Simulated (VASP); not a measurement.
Write the native input for VASP 6.6.1 that does the following.

* Task: relaxation of cell and atoms
* Functional: PBE
* Potentials or basis: VASP PAW PBE potentials, release 64 (Al, In_d, N)
* Cutoff: 520 eV
* k mesh: 3 × 3 × 3
* Occupations: gaussian, width 0.15 eV
* Spin: no spin polarisation
* Further INCAR settings: PREC = Normal; LREAL = Auto; ALGO = Fast; EDIFF = 0.0001; IBRION = 2; EDIFFG = -0.08; NSW = 24; ISIF = 3

The structure of Al2InN3 lies in POSCAR:

```
Al2InN3
1.0
    5.0700000000     -2.9250000000      0.0000000000
    5.0700000000      2.9250000000      0.0000000000
    0.0000000000      0.0000000000      5.4200000000
Al In N
4 2 6
Direct
    0.1666000000      0.5000000000      0.5000000000
    0.5000000000      0.8334000000      0.5000000000
    0.8334000000      0.5000000000      0.0000000000
    0.5000000000      0.1666000000      0.0000000000
    0.8333000000      0.1667000000      0.5000000000
    0.1667000000      0.8333000000      0.0000000000
    0.8334000000      0.5000000000      0.3800000000
    0.5000000000      0.1666000000      0.3800000000
    0.1667000000      0.8333000000      0.3800000000
    0.8333000000      0.1667000000      0.8800000000
    0.1666000000      0.5000000000      0.8800000000
    0.5000000000      0.8334000000      0.8800000000
```

The cell was built by a generator and needn't be a form met in nature.

These files were run (other wordings do the same):

INCAR

```
SYSTEM = Al2InN3
  PREC = Normal
  ENCUT = 520
  EDIFF = 1E-4
  ISMEAR = 0
  SIGMA = 0.15
  LREAL = Auto
  LASPH = .TRUE.
  NELM = 60
  ALGO = Fast
  ISIF = 3
  LWAVE = .FALSE.
  LCHARG = .FALSE.
  GGA = PE
  IBRION = 2
  NSW = 24
  EDIFFG = -0.08
```

KPOINTS

```
regular mesh
0
G
  3 3 3
  0 0 0
```

Potentials or basis: VASP PAW PBE potentials, release 64 (Al, In_d, N).

Command:

```sh
$ cat potpaw_PBE.64/Al/POTCAR potpaw_PBE.64/In_d/POTCAR potpaw_PBE.64/N/POTCAR > POTCAR
$ mpirun -np 1 vasp_std > vasp.out
```

It gave:

* Relaxed volume: 12.15 Å³/atom
* Relaxed cell: a = 5.665 Å, b = 5.665 Å, c = 5.251 Å, α = 90.00°, β = 90.00°, γ = 59.87°
* Space group after relaxing (to 0.05 Å): Cmc2_1 (No. 36)
* Energy gained by relaxing: 252.8 meV/atom
* Ionic steps: 10
* Pressure after relaxing: 0.1 GPa
* Largest force after relaxing: 0.040 eV/Å
* Band gap on the k mesh: 2.17 eV, direct

Caveat: spin-orbit coupling is left out, which moves the levels of the heavy elements.

Run time: 5 min on 1 thread of Intel(R) Xeon(R) Platinum 8488C (Sapphire Rapids), with other jobs on the host, peak memory 0.22 GiB.
